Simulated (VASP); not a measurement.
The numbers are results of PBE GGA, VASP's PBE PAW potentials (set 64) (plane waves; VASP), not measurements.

The input files of a VASP run:

File POSCAR:
```
CaGa35N36
1
    4.8683178924    -8.4321738171     0.0000000000
    4.8683178924     8.4321738171     0.0000000000
    0.0000000000     0.0000000000    10.5562839808
Ga N Ca
35 36 1
Direct
  0.2222220000   0.1111110000   0.2500000000
  0.1111110000   0.2222220000   0.0000000000
  0.2222220000   0.1111110000   0.7500000000
  0.1075820000   0.2211740000   0.4992540000
  0.2161800000   0.4414330000   0.2457970000
  0.1111110000   0.5555560000   0.0000000000
  0.2260990000   0.4435850000   0.7485860000
  0.1102450000   0.5540330000   0.5045960000
  0.2222220000   0.7777780000   0.2500000000
  0.1111110000   0.8888890000   0.0000000000
  0.2222220000   0.7777780000   0.7500000000
  0.1111110000   0.8888890000   0.5000000000
  0.5555560000   0.1111110000   0.2500000000
  0.4444440000   0.2222220000   0.0000000000
  0.5555560000   0.1111110000   0.7500000000
  0.4461440000   0.2185300000   0.4976840000
  0.5575120000   0.4476160000   0.2539430000
  0.4444440000   0.5555560000   0.0000000000
  0.5498240000   0.4400290000   0.7534860000
  0.5602940000   0.7819460000   0.2489580000
  0.4444440000   0.8888890000   0.0000000000
  0.5493940000   0.7740510000   0.7528080000
  0.4446970000   0.8860930000   0.4977150000
  0.8888890000   0.1111110000   0.2500000000
  0.7777780000   0.2222220000   0.0000000000
  0.8888890000   0.1111110000   0.7500000000
  0.7777780000   0.2222220000   0.5000000000
  0.8888890000   0.4444440000   0.2500000000
  0.7777780000   0.5555560000   0.0000000000
  0.8888890000   0.4444440000   0.7500000000
  0.7758290000   0.5530480000   0.4974090000
  0.8888890000   0.7777780000   0.2500000000
  0.7777780000   0.8888890000   0.0000000000
  0.8888890000   0.7777780000   0.7500000000
  0.7772860000   0.8904000000   0.5000870000
  0.2222220000   0.1111110000   0.4385000000
  0.1111110000   0.2222220000   0.1885000000
  0.2222220000   0.1111110000   0.9385000000
  0.1111110000   0.2222220000   0.6885000000
  0.2230530000   0.4445900000   0.4340300000
  0.1111110000   0.5555560000   0.1885000000
  0.2222220000   0.4444440000   0.9385000000
  0.1111110000   0.5555560000   0.6885000000
  0.2222220000   0.7777780000   0.4385000000
  0.1111110000   0.8888890000   0.1885000000
  0.2222220000   0.7777780000   0.9385000000
  0.1111110000   0.8888890000   0.6885000000
  0.5555560000   0.1111110000   0.4385000000
  0.4444440000   0.2222220000   0.1885000000
  0.5555560000   0.1111110000   0.9385000000
  0.4444440000   0.2222220000   0.6885000000
  0.5519610000   0.4441200000   0.4357410000
  0.4444440000   0.5555560000   0.1885000000
  0.5555560000   0.4444440000   0.9385000000
  0.4470490000   0.5578830000   0.6904340000
  0.5553230000   0.7724720000   0.4391340000
  0.4444440000   0.8888890000   0.1885000000
  0.5555560000   0.7777780000   0.9385000000
  0.4444440000   0.8888890000   0.6885000000
  0.8888890000   0.1111110000   0.4385000000
  0.7777780000   0.2222220000   0.1885000000
  0.8888890000   0.1111110000   0.9385000000
  0.7777780000   0.2222220000   0.6885000000
  0.8888890000   0.4444440000   0.4385000000
  0.7777780000   0.5555560000   0.1885000000
  0.8888890000   0.4444440000   0.9385000000
  0.7777780000   0.5555560000   0.6885000000
  0.8888890000   0.7777780000   0.4385000000
  0.7777780000   0.8888890000   0.1885000000
  0.8888890000   0.7777780000   0.9385000000
  0.7777780000   0.8888890000   0.6885000000
  0.4397140000   0.5552520000   0.4992920000
```

**INCAR**
```
LWAVE=.True.
NELM=100
SYSTEM=CaGa35N36
LREAL=Auto   # projection in real space or not
PREC=Normal
EDIFFG=-0.03
NSW=60
ENCUT=400
GGA=PE   # PBE
NELMIN=4
ISYM=0
ALGO=Fast
LMAXMIX=4
IBRION=2
NELECT=296.0
LCHARG=.False.
EDIFF=1E-5   # SCF stop (eV)
LASPH=.True.   # aspherical one-centre terms
ISMEAR=0   # Gaussian
SIGMA=0.05   # width (eV)
ISIF=2   # forces and stress, cell fixed
```

File KPOINTS:
```
K-points
0
G
1 1 1
```

POTCAR, in this order: Ga N Ca_sv (PBE.64 set). Program: vasp_gam.

At this cut-off the stress carries a Pulay error, which pulls relaxed volumes low. The cell is charged, with a uniform compensating background. The supercell is sampled at Γ alone, which is coarse: total energies, pressure and levels can be off, energies of defects by several tenths of an eV.

**Question.** Predict the energy per atom (σ→0).

**Answer.** 
```json
{
  "energy per atom (σ→0)": "-5.942 eV/atom"
}
```

OSZICAR:
```
...
  15 F= -.42783006E+03 E0= -.42783006E+03  d E =-.118880E-02
       N       E                     dE             d eps       ncg     rms          rms(c)
DAV:   1    -0.427830194075E+03   -0.13481E-03   -0.14683E-01   372   0.980E-01    0.742E-02
RMM:   2    -0.427830404699E+03   -0.21062E-03   -0.28269E-03   370   0.122E-01    0.337E-02
RMM:   3    -0.427830431071E+03   -0.26372E-04   -0.50886E-04   423   0.459E-02    0.249E-02
RMM:   4    -0.427830419809E+03    0.11262E-04   -0.86956E-05   380   0.203E-02    0.827E-03
RMM:   5    -0.427830420302E+03   -0.49322E-06   -0.18832E-05   232   0.946E-03
  16 F= -.42783042E+03 E0= -.42783042E+03  d E =-.361013E-03
```

The cell is a supercell with a defect, built from GaN (wurtzite): Ca_Ga, charge -1. The run is not spin-polarised, so no state with unpaired spins was tried.
